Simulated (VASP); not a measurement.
```yaml
crystal:
  lattice:
    - [4.33000, 2.16500, 2.16500]
    - [2.16500, 4.33000, 2.16500]
    - [2.16500, 2.16500, 4.33000]
  atoms:
    - { symbol: Fe, position: [0.00000, 0.00000, 0.00000], spin: 4.0 }
    - { symbol: Fe, position: [0.50000, 0.50000, 0.50000], spin: -4.0 }
    - { symbol: O, position: [0.25000, 0.25000, 0.25000] }
    - { symbol: O, position: [0.75000, 0.75000, 0.75000] }
```

Method: PBE GGA, VASP's PBE PAW potentials (set 64) (plane waves; VASP). Numerical set-up: 520 eV cut-off, 8×8×8 Γ-centred mesh, Fermi-Dirac smearing of 0.10 eV, potentials Fe O.

**Question.** What does the run give for the cell moment, energy per atom (σ→0), pressure, band gap (on the k-mesh) with the smallest direct gap where there is one?

**Answer.** 
| Item | Result |
|---|---|
| band gap (on the k-mesh) | none (metal, semimetal or under 0.01 eV) |
| cell moment | 0.00 μB |
| energy per atom (σ→0) | -7.449 eV/atom |
| pressure | -3.67 GPa |

**Question.** Give the moment on each site (PAW-sphere projection).

**Answer.** 
```csv
site,moment (μB)
Fe1,3.44
Fe2,-3.44
O3,0.00
O4,0.00
```

The absolute energy has meaning only against runs of the same code, potentials and settings.

The compound is FeO in the rock salt, AFM-II order structure. The cell was not relaxed at this level. The k-mesh is coarse (spacing up to 0.30 per Å, 2π included), so the numbers may not be converged in it. The run is one of a series of settings (ISMEAR = -1, SIGMA = 0.1 against the base run), some of them coarse on purpose.
